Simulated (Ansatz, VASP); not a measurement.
# Nb2B: VASP beside Ansatz

The input INCAR:

```
SYSTEM = Nb2B
ALGO = Normal
EDIFF = 1E-6
EDIFFG = -0.01
ENCUT = 600
GGA = PE
IBRION = 2
ISIF = 3
ISMEAR = 0
LASPH = .TRUE.
LCHARG = .FALSE.
LREAL = .FALSE.
LWAVE = .FALSE.
NELM = 100
NSW = 100
PREC = Accurate
SIGMA = 0.1
```

File KPOINTS:

```
k-points
0
G
  12 12 18
  0 0 0
```

File POSCAR:

```
Nb2B
1.0
    4.3971194348      0.0000000000      0.0000000000
   -2.1985597174      3.8080171340      0.0000000000
    0.0000000000      0.0000000000      2.6725088280
Nb B
2 1
Direct
    0.3333333333      0.6666666667      0.5000000000
    0.6666666667      0.3333333333      0.5000000000
    0.0000000000      0.0000000000      0.0000000000
```

Input for Ansatz:

```yaml
crystal:
  lattice:
    - [4.3971194348, 0.0, 0.0]
    - [-2.1985597174, 3.808017134, 0.0]
    - [0.0, 0.0, 2.672508828]
  atoms:
    - { symbol: Nb, position: [0.3333333333, 0.6666666667, 0.5] }
    - { symbol: Nb, position: [0.6666666667, 0.3333333333, 0.5] }
    - { symbol: B, position: [0.0, 0.0, 0.0] }
basis:
  ecutwfc: 420
kpoints:
  mp_grid: { grid: [12, 12, 18] }
hamiltonian:
  xc: pbe
scf:
  occupations: { method: gaussian, width: 0.1 }
output:
  forces: true
  stress: true
  eigenvalues: true
  write_density: true
  write_potential: true
  elf: true
  volumetric_format: npy
relax:
  adjacent_minimum: "off"
  f_tol: 0.01
  max_steps: 80
  cell: { stress_tol: 0.05 }
```

Alike in both runs: task relaxation of cell and atoms; functional PBE; k mesh 12 × 12 × 18; occupations gaussian, width 0.1 eV; no spin polarisation.

|  | VASP | Ansatz |
| --- | --- | --- |
| version | VASP 6.6.1 | Ansatz 0.2.0 |
| potentials or method | VASP PAW PBE potentials, release 64 (Nb_sv, B) | scalar-relativistic, plane waves, PAW |
| plane-wave cutoff (eV) | 600 | 420 |
| valence electrons in the cell | 29 | 29 |

|  | VASP | Ansatz | Ansatz less VASP |
| --- | --- | --- | --- |
| gap on the k mesh at the Fermi level, each at its own relaxed structure (eV) | none | none | - |
| relaxed volume (Å³/atom) | 14.95 | 14.97 | +0.011 |
| relaxed cell length with the largest relative difference (Å) | 2.668 | 2.669 | +0.0008 |

A gap of «none» marks a metal or a gap that the smearing closes.
